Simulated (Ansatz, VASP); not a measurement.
# SiTe2 in two plane-wave programs, part 2 of 2

Wanted: the spread between two codes on one cell, functional and k mesh. The cell is taken from a series of runs on this material, whose earlier steps may have relaxed, scaled, displaced or heated it; both programs get it as it stands.

VASP 6.6.1 and Ansatz 0.2.0.

So far: The starting structure; VASP: zone-centre phonons, PBEsol.

**3. Ansatz: zone-centre phonons, PBEsol**

Level of this step: Ansatz beside VASP: Kohn-Sham DFT, plane waves, PBEsol (Ansatz).

Ansatz runs on its PAW soft_1 files.

The same cell, functional, mesh and smearing now go to Ansatz, which takes its cutoff from its data sets.

Input file input.yaml:

```yaml
crystal:
  lattice:
    - [3.9265861849, 0.0, 0.0]
    - [-1.9632930925, 3.2385937012, 0.0]
    - [0.0, 0.0, 30.424]
  atoms:
    - { symbol: Si, position: [0.0, 0.0, 0.328687878] }
    - { symbol: Te, position: [0.3396953376, 0.6793906752, 0.3810064107] }
    - { symbol: Te, position: [0.6603046624, 0.3206093248, 0.2763693453] }
  periodic: [true, true, false]
kpoints:
  mp_grid: { grid: [15, 15, 1] }
hamiltonian:
  xc: pbesol
  pseudopotentials: { kind: paw, azcp: { folder: soft_1 }, xc_functional: pbe }
scf:
  occupations: { method: methfessel_paxton, width: 0.2 }
output:
  eigenvalues: true
phonons:
  method: dfpt
```

Launch:

```bash
ansatz run input.yaml --threads 8 --pin off --max-ram 16384MiB --backend cpu --events-out ev --progress --plain --runs-dir out
```

Numbers of over 12 decimals in the logs are rounded to 6 here.

Log:

```text
Warning: crystal.symmetry: narrowed to the stabiliser of the run's FFT grids — unitary ops 4 → 2. A phonons.method: dfpt run fills in the rows of the dynamical matrix that it does not solve by its symmetry operations, which is exact only for operations that map its FFT grids onto themselves: filled in by any other, the frequencies could depend on the order in which like atoms are typed, or, by more than the grids' own error, on where the crystal sits among the grids' points. Excluded: 2 operations. The run can therefore solve more perturbations, solve them on more k-points, or both, and cost more. [rest of the remark cut]
Engine: ansatz 0.2.0, aarch64-unknown-linux-gnu
Pseudopotentials: kind: paw
Pseudopotential: Si, paw, valence charge 4, recommended cutoff 420 eV (normal), soft_1/Si.paw.azcp
Pseudopotential: Te, paw, valence charge 16, recommended cutoff 420 eV (normal), soft_1/Te.paw.azcp
Functional definition: PBEsol
  exchange = pbesol_x
  correlation = pbesol_c
Crystal: 3 atoms, lattice volume = 386.890 Å³
Basis set: ecut = 420 eV, 7613 PW (Γ), exchange–correlation on 54×54×432 points (8 copies of the dense FFT grid, shifted against one another)
Bands: 22, of which v1, the nominal top of the filled ones, is band 18 counted from 1 (17 counted from 0)
Symmetry: 4 space group operations
k-points: 64 of 225 (irreducible under 2 space group operations, time reversal used)
Non-local potential: Si, projectors of the file, l = 0: 2, l = 1: 2, l = 2: 1
Non-local potential: Te, projectors of the file, l = 0: 2, l = 1: 2, l = 2: 2, l = 3: 1
PAW form: soft (Blöchl's): semilocal exchange-correlation on the pseudo side does not see the compensation charge
PAW frozen core: Si, regenerated for the run's functional, and the local potential with it (the file was generated under x = pbe(κ = 0.804, μ = 0.219515), c = pbe(β = 0.066725))
PAW frozen core: Te, regenerated for the run's functional, and the local potential with it (the file was generated under x = pbe(κ = 0.804, μ = 0.219515), c = pbe(β = 0.066725))
PAW one-centre angular grid: Si, 110 points (default); XC on 64 Gauss nodes
PAW one-centre angular grid: Te, 590 points (default); XC on 64 Gauss nodes
Initial density: superposition of atomic densities (neutral atoms: chi_scale 0, normalization atom)
Initial wavefunctions: pseudopotential atomic-orbital guess
Functional: x = pbesol(κ = 0.804, μ = 0.123457), c = pbesol(β = 0.046)
iter 1 solved again at ethr=1.27e-3 eV; its pass at ethr=3.10e-3 eV (dr2=4.58e-1 eV) is discarded
SCF iter   1: F=—  HF=-14424.618344 eV  |F-HF|=—  |Δ(HF+E_count)|=         —  Δρ=9.48e-3  dr2=4.70e-1  ethr=1.27e-3  ⟨swp⟩=1.6  Hψ=13822  notcnv=0
preconditioner: auto → LDOS  [metal: Δε(μ)=0.012 eV  Ē_g=8.410 eV  σ=0.200 eV  W_gap=0.05  n_scr=16 (ndim 8)  ℏωp=7.6 eV  f_vac=0.748  D(μ)=1.51/eV (n_scr^D=8)  β→1.0]
SCF iter   2: F=—  HF=-14424.540985 eV  |F-HF|=—  |Δ(HF+E_count)|=   7.74e-2  S|Δr|=    0.00e0  Δρ=2.94e-3  dr2=1.08e-1  ethr=1.27e-3  ⟨swp⟩=4.0  Hψ=3186  notcnv=0
SCF iter   3: F=—  HF=-14424.525846 eV  |F-HF|=—  |Δ(HF+E_count)|=   1.51e-2  S|Δr|=    0.00e0  Δρ=1.53e-3  dr2=2.21e-2  ethr=2.99e-4  ⟨swp⟩=3.6  Hψ=3870  notcnv=0
SCF iter   4: F=—  HF=-14424.521033 eV  |F-HF|=—  |Δ(HF+E_count)|=   4.81e-3  S|Δr|=    0.00e0  Δρ=3.05e-4  dr2=1.10e-3  ethr=6.13e-5  ⟨swp⟩=3.4  Hψ=3139  notcnv=0
SCF iter   5: F=—  HF=-14424.520828 eV  |F-HF|=—  |Δ(HF+E_count)|=   2.06e-4  S|Δr|=    0.00e0  Δρ=8.16e-5  dr2=5.47e-5  ethr=3.06e-6  ⟨swp⟩=3.8  Hψ=3173  notcnv=0
SCF iter   6: F=—  HF=-14424.520812 eV  |F-HF|=—  |Δ(HF+E_count)|=   1.51e-5  S|Δr|=    0.00e0  Δρ=1.48e-5  dr2=1.27e-6  ethr=1.52e-7  ⟨swp⟩=3.9  Hψ=3508  notcnv=0
SCF iter   7: F=—  HF=-14424.520860 eV  |F-HF|=—  |Δ(HF+E_count)|=   4.73e-5  S|Δr|=    0.00e0  Δρ=3.33e-6  dr2=4.73e-8  ethr=3.53e-9  ⟨swp⟩=3.0  Hψ=2882  notcnv=0
SCF iter   8: F=—  HF=-14424.520860 eV  |F-HF|=—  |Δ(HF+E_count)|=   6.60e-8  S|Δr|=    0.00e0  Δρ=1.06e-6  dr2=4.54e-9  ethr=1.31e-10  ⟨swp⟩=3.4  Hψ=3233  notcnv=0
SCF iter   9: F=—  HF=-14424.520860 eV  |F-HF|=—  |Δ(HF+E_count)|=   1.22e-8  S|Δr|=    0.00e0  Δρ=2.30e-7  dr2=1.76e-10  ethr=1.26e-11  ⟨swp⟩=3.1  Hψ=3039  notcnv=0
SCF iter  10: F=—  HF=-14424.520860 eV  |F-HF|=—  |Δ(HF+E_count)|=   2.58e-9  S|Δr|=    0.00e0  Δρ=4.96e-8  dr2=1.17e-11  ethr=1.00e-12  ⟨swp⟩=3.1  Hψ=3214  notcnv=0
SCF iter  11: F=-14424.520860 eV  HF=-14424.520860 eV  |F-HF|=9.09e-12  |Δ(HF+E_count)|=  4.62e-10  S|Δr|=    0.00e0  Δρ=7.62e-9  dr2=2.04e-13  ethr=1.00e-12  ⟨swp⟩=13.9  Hψ=10185  notcnv=0
SCF 1 converged in 11 iterations: F = -14424.520860 eV  dr2 = 2.04e-13
  greatest PAW one-centre occupation: 0.998 electrons in one spin orbital (limit 2), on the Te atom at site 2 (counted from 0), in its partial waves of l = 2
DFPT response loops at Γ: preconditioner auto → none (partly filled bands, converged f_vac=0.753); β = 0.50; Broyden in place of MSR1
SCF converged after 11 iterations
Stability not checked: this state was not tested for a lower state beside it, because cold or Methfessel-Paxton smearing, or corrected tetrahedra, fill the levels in a way that the test cannot read (fill_not_monotonic; see scf.lower_state_search)
Free energy (F): -14424.520860 eV
Harris-Foulkes:  -14424.520860 eV  (|F-HF|=9.09e-12)
Internal energy: -14424.519947 eV  (E = F + TS)
E sigma→0 (E₀):  -14424.520632 eV
Entropy (-TS):   -0.000913 eV (-0.304 meV/atom)
Fermi energy:    -5.060213 eV
--- Per-component energies (eV) ---
  E_band       = -992.847086
  E_kinetic    = 385.600983
  E_local      = -56616.394892  (includes V_loc(G=0)·N_el)
  E_nonlocal   = 157.650747
  E_hartree    = 28062.410950
  E_xc         = -298.600896
  E_vxc        = -251.125809  (∫ρ·V_xc dr)
  E_paw        = -9684.197425  (= ΣΔE_a)
  E_vpaw       = -793.400255  (= ΣTr[D̂ρ^β])
  E_aug_tail   = 0.000214  (compensation charges beyond the density's cutoff)
  E_ewald      = 23568.229188
  E_core_change = 0.781183  (= ΣΔE_core)
  E_smearing   = -0.000913  (= −TS)
  E_closure    = 0.000000  (closes the sum)
  Σ components = -14424.520860   (vs F -14424.520860, Δ=0.00e0)
--- Band table (eV; the first three rows and the last of 64) ---
  k-point 0: bands = [... 14 lower, -5.9524, -5.4488, -5.2589, -5.0171, -3.8395, -2.2880, -1.8516, -1.6273]
  k-point 1: bands = [... 14 lower, -6.2105, -6.0660, -5.3943, -5.1339, -3.4127, -2.2248, -1.7873, -1.4611]
  k-point 2: bands = [... 14 lower, -6.6714, -6.5551, -6.1372, -5.0638, -3.2373, -2.2273, -1.5664, -0.8283]
  k-point 63: bands = [... 14 lower, -8.7929, -8.0379, -6.8304, -5.6803, -3.7192, -1.7636, -0.4214, 0.1794]
--- Phonons (Γ-DFPT): 9 representative perturbations + reference, on 64 of 225 k-points (Σ response iterations 33) ---
  ASR residual: 2.882e-5 → 0.000e0 eV/Å²; symmetrization residual: 1.084e-5 eV/Å²
  The last average, over the group as it would stand without the narrowing to the FFT grids, took up to 1.164e-6 eV/Å² of the zone centre's force constants
  ASR residual per site (eV/Å²): 2.88e-5 9.97e-6 8.56e-6
  Γ frequencies (cm⁻¹): 0.00 0.00 0.00 69.00 81.64 143.95 197.20 203.44 306.10
  non-analytic LO–TO correction: not included (Born effective charges unavailable; polar crystals: no LO–TO splitting at Γ)
```

In the SCF lines HF is the Harris–Foulkes energy and dr2 the Hartree energy of the density residual, in eV; the loop may stop once dr2 is under the threshold and the program's other checks hold. Hψ counts applications of the Hamiltonian.

**4. Side by side**

Known differences besides the potentials themselves: Ansatz cuts the interaction across the vacuum, VASP repeats the sheet without a dipole correction; the data sets hold 36 valence electrons in Ansatz (on its PAW soft_1 files) and 16 in VASP; the cutoff is 420 eV in Ansatz and 500 eV in VASP; Ansatz makes its cores anew for this functional, VASP keeps those of its PBE data sets. Total energies have different zeros and are not compared.

Both answers:

```tsv
quantity	Ansatz	VASP	difference
optical mode 1 (cm⁻¹)	69.0	69.7	-1.02 %
optical mode 2 (cm⁻¹)	81.6	82.4	-0.97 %
optical mode 3 (cm⁻¹)	143.9	144.6	-0.43 %
optical mode 4 (cm⁻¹)	197.2	200.5	-1.66 %
optical mode 5 (cm⁻¹)	203.4	206.6	-1.54 %
optical mode 6 (cm⁻¹)	306.1	308.1	-0.66 %
```

Modes are paired by rising frequency, not by their patterns, so a pair may set unlike modes beside each other; they are those without the splitting of longitudinal modes. Where the cell holds vacuum, a pressure given here is an average over it and none of the material.

**5. Outcome**

- r.m.s. difference of the optical zone-centre modes, each program's sorted by frequency (zone-centre phonons, PBEsol): 2.1 cm⁻¹
- difference in optical mode 4 (zone-centre phonons, PBEsol): -1.7 %

**Reading.** The r.m.s. difference of the optical zone-centre modes, each program's sorted by frequency is 2.1 cm⁻¹ (zone-centre phonons, PBEsol). The data sets hold unlike numbers of valence electrons (36 in Ansatz and 16 in VASP), so part of the differences may come from the potentials. Among the rows given in per cent, the largest difference of the zone-centre phonons, PBEsol pair is in optical mode 4, -1.7 %. Such differences can come from data sets, numerical settings and the points named under the comparisons, not from the functional's error against experiment.

[Lines on the potential files, build, host, timing and source positions are cut from VASP's logs without a mark.]

[Logs are printed without paths, hosts, clocks, repeated set-up lines and the standing remarks that a program may print on its own settings, such as how far it seeks lower states.]

[Hosts, paths, dates, database ids (printed as entryN), source tags and the programs' standing remarks are cut or masked in the printed files.]
